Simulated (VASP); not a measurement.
Runs of VASP 6.6.1 on TiO2. Symmetry: P4_2/mnm, No. 136, tetragonal system. The conventional cell has a = 4.600 Å, b = 4.600 Å, c = 2.959 Å, α = 90.00°, β = 90.00°, γ = 90.00°. Around Ti (site symmetry mmm) lie 6 O at 1.95 to 1.98 Å. Around O (site symmetry m2m) lie 3 Ti at 1.95 to 1.98 Å. The cell is a database's computed one.

```tsv
task	level	potentials or basis	spin	k mesh	cutoff (eV)	further INCAR settings	mesh quality	gap on the mesh (eV)	pressure (GPa)	largest force (eV/Å)
band structure	r2SCAN	VASP PAW PBE potentials, release 64 (Ti_sv, O)	off	6 × 6 × 8	520	ALGO = Normal; EDIFF = 1e-06	not flagged	2.21	0.3	0.02
band structure	TB-mBJ	VASP PAW PBE potentials, release 64 (Ti_sv, O)	off	6 × 6 × 8	520	ALGO = Normal; EDIFF = 1e-06	not flagged	2.71	-	-
band structure	PBE	VASP PAW PBE potentials, release 64 (Ti_sv, O)	non-collinear, zero start, SOC	6 × 6 × 8	520	ALGO = Fast; EDIFF = 1e-06	not flagged	-	4.9	0.02
band structure	LDA	VASP PAW LDA potentials, release 64 (Ti_sv, O)	off	6 × 6 × 8	520	ALGO = Fast; EDIFF = 1e-06	not flagged	(c)	-7.8	(b)
single point	PBE	VASP PAW PBE potentials, release 64 (Ti_sv, O)	off	3 × 3 × 3	520	ALGO = Fast; EDIFF = 1e-06	coarse	(a)	5.1	0.03
band structure	PBE	VASP PAW PBE potentials, release 64 (Ti_sv, O)	off	6 × 6 × 8	520	ALGO = Fast; EDIFF = 1e-06	not flagged	1.87	4.9	0.02
band structure	PBE	VASP PAW PBE potentials, release 64 (Ti_sv_GW, O_GW)	off	6 × 6 × 8	450	ALGO = Fast; EDIFF = 1e-06	not flagged	1.87	-	-
```

Alike in all rows: cell as given; smearing gaussian 0.02 eV.

Problem. Estimate the missing entries.

Solution. (a) 1.83; (b) 0.10; (c) 1.78.

Caveats: some runs use coarse meshes; the PAW data sets were made with another functional, which shifts forces and pressure a little (some runs); an odd mesh through Γ misses points on the zone boundary, where band edges often lie (some runs); the cutoff is under 1.25 times the usual one of these potentials, so pressure, stress and relaxed cells hold a basis-set (Pulay) error (some runs).

Not every run made on this cell is shown here.
